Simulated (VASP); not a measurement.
A convergence study with VASP on Au (fcc): one setting is varied, all else stays as given below, so the limit is that of these other settings.

```yaml
crystal:
  lattice:
    - [0.00000, 2.04000, 2.04000]
    - [2.04000, 0.00000, 2.04000]
    - [2.04000, 2.04000, 0.00000]
  atoms:
    - { symbol: Au, position: [0.00000, 0.00000, 0.00000] }
```

Computed with LDA (Ceperley-Alder, Perdew-Zunger), VASP's LDA PAW potentials (set 64) (plane waves; VASP 6.6.1). The tightest run used: 550 eV cut-off, 25×25×25 Γ-centred mesh, tetrahedra with Blöchl corrections, potentials Au.

The settings run are 3×3×3 mesh; 4×4×4 mesh; 5×5×5 mesh; 6×6×6 mesh; 7×7×7 mesh; 8×8×8 mesh; 9×9×9 mesh; 10×10×10 mesh; 11×11×11 mesh; 12×12×12 mesh; 13×13×13 mesh; 14×14×14 mesh; 15×15×15 mesh; 16×16×16 mesh; 17×17×17 mesh; 18×18×18 mesh; 19×19×19 mesh; 20×20×20 mesh; 21×21×21 mesh; 22×22×22 mesh; 23×23×23 mesh; 24×24×24 mesh; 25×25×25 mesh. From which on does the stress (every component) stay within 0.5 GPa of the tightest run?

From 5×5×5 mesh on: it is off by 0.19 there and by no more than 0.5 in any finer run, while 4×4×4 mesh is off by 0.81.
```csv
setting,E (eV/atom),pressure (GPa),irreducible k-points,difference judged (GPa)
3×3×3 mesh,-4.8780,-10.14,4,6.24
4×4×4 mesh,-4.2626,-3.09,8,0.81
5×5×5 mesh,-4.4951,-4.09,10,0.19
6×6×6 mesh,-4.4196,-4.18,16,0.28
7×7×7 mesh,-4.4560,-4.21,20,0.31
8×8×8 mesh,-4.4431,-4.05,29,0.15
9×9×9 mesh,-4.4460,-3.98,35,0.08
10×10×10 mesh,-4.4430,-3.94,47,0.04
11×11×11 mesh,-4.4426,-3.91,56,0.01
12×12×12 mesh,-4.4412,-3.91,72,0.01
13×13×13 mesh,-4.4416,-3.92,84,0.02
14×14×14 mesh,-4.4411,-3.90,104,0.00
15×15×15 mesh,-4.4410,-3.92,120,0.02
16×16×16 mesh,-4.4412,-3.90,145,0.00
17×17×17 mesh,-4.4408,-3.92,165,0.02
18×18×18 mesh,-4.4412,-3.90,195,0.00
19×19×19 mesh,-4.4407,-3.91,220,0.01
20×20×20 mesh,-4.4412,-3.90,256,0.00
21×21×21 mesh,-4.4406,-3.91,286,0.01
22×22×22 mesh,-4.4411,-3.90,328,0.00
23×23×23 mesh,-4.4406,-3.90,364,0.00
24×24×24 mesh,-4.4410,-3.90,413,0.00
25×25×25 mesh,-4.4407,-3.90,455,0.00
```

Left out are rungs that failed or repeat a setting and relaxations that didn't move; long series are thinned to 24 rows.

The compound is Au in the fcc structure. The cell was not relaxed at this level.
